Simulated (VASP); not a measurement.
These are rev-vdW-DF2, VASP's PBE PAW potentials (set 64) (plane waves; VASP 6.6.1) values and carry that method's errors.

VASP input:

**INCAR**
```
! general
SYSTEM   = PbSe
PREC     = Accurate
ENCUT    = 520
LREAL    = .FALSE.
LASPH    = .TRUE.

! electronic loop
EDIFF    = 1E-7
NELM     = 100   ! most electronic steps
ALGO     = Normal   ! blocked Davidson
LMAXMIX  = 4   ! l cut-off of mixed one-centre charges

! smearing
ISMEAR   = 0   ! Gaussian
SIGMA    = 0.05   ! width (eV)

! functional
GGA      = MK
LUSE_VDW = .TRUE.
AGGAC    = 0.0
PARAM1   = 0.1234568
PARAM2   = 0.7114
ZAB_VDW  = -1.8867

! ions
ISIF     = 2

! output
LWAVE    = .FALSE.
LCHARG   = .FALSE.
```

**KPOINTS**
```
Automatic mesh
0
Gamma
8 8 8
0 0 0
```

### POSCAR
```
PbSe
1
    0.0000000000     3.1138521217     3.1138521217
    3.1138521217     0.0000000000     3.1138521217
    3.1138521217     3.1138521217     0.0000000000
Pb Se
1 1
Direct
  0.0000000000   0.0000000000   0.0000000000
  0.5000000000   0.5000000000   0.5000000000
```

POTCAR, in this order: Pb_d Se (PBE.64 set). Program: vasp_std.

Output of the run:

**OSZICAR**
```
       N       E                     dE             d eps       ncg     rms          rms(c)
DAV:   1     0.164118897255E+03    0.16412E+03   -0.96652E+03   812   0.145E+03
DAV:   2     0.893467461613E+01   -0.15518E+03   -0.15148E+03   872   0.354E+02
DAV:   3    -0.400399050737E+01   -0.12939E+02   -0.12646E+02  1046   0.104E+02
DAV:   4    -0.431782048286E+01   -0.31383E+00   -0.31366E+00   874   0.194E+01
DAV:   5    -0.432904221513E+01   -0.11222E-01   -0.11222E-01  1150   0.370E+00    0.262E+00
DAV:   6    -0.399423047273E+01    0.33481E+00   -0.95631E-01  1160   0.719E+00    0.135E+00
DAV:   7    -0.399098946918E+01    0.32410E-02   -0.12431E-01   916   0.188E+00    0.787E-01
DAV:   8    -0.399370746021E+01   -0.27180E-02   -0.13748E-02   860   0.152E+00    0.178E-01
DAV:   9    -0.399313538301E+01    0.57208E-03   -0.27118E-03  1208   0.562E-01    0.620E-02
DAV:  10    -0.399320900173E+01   -0.73619E-04   -0.21815E-04   866   0.133E-01    0.183E-02
DAV:  11    -0.399321243245E+01   -0.34307E-05   -0.41888E-05  1014   0.785E-02    0.427E-03
DAV:  12    -0.399321255796E+01   -0.12551E-06   -0.25916E-06  1040   0.151E-02    0.135E-03
DAV:  13    -0.399321250356E+01    0.54398E-07   -0.14770E-07   766   0.321E-03
   1 F= -.39932125E+01 E0= -.39932125E+01  d E =-.117062E-10
```

**OUTCAR**
```
------------------------ aborting loop because EDIFF is reached ----------------------------------------
  FORCE on cell =-STRESS in cart. coord.  units (eV):
  Direction    XX          YY          ZZ          XY          YZ          ZX
  --------------------------------------------------------------------------------------
  Total       -0.5102861     -0.5102861     -0.5102861      0.0000000     -0.0000000      0.0000000
  in kB      -13.5394291    -13.5394291    -13.5394291      0.0000000     -0.0000000      0.0000000
  external PRESSURE =     -13.5394291 kB  Pullay stress =       0.0000000 kB
  volume of cell :       60.38
      direct lattice vectors                 reciprocal lattice vectors
     0.000000000  3.113852122  3.113852122    -0.160572815  0.160572815  0.160572815
     3.113852122  0.000000000  3.113852122     0.160572815 -0.160572815  0.160572815
     3.113852122  3.113852122  0.000000000     0.160572815  0.160572815 -0.160572815
  FREE ENERGIE OF THE ION-ELECTRON SYSTEM (eV)
  ---------------------------------------------------
  free  energy   TOTEN  =        -3.9932125036 eV

  energy  without entropy=       -3.9932125035  energy(sigma->0) =       -3.99321250
```
(Selected blocks of OUTCAR.)

The compound is PbSe in the rock salt structure. This cell is one point of a volume scan, at 1.03 of the reference volume.
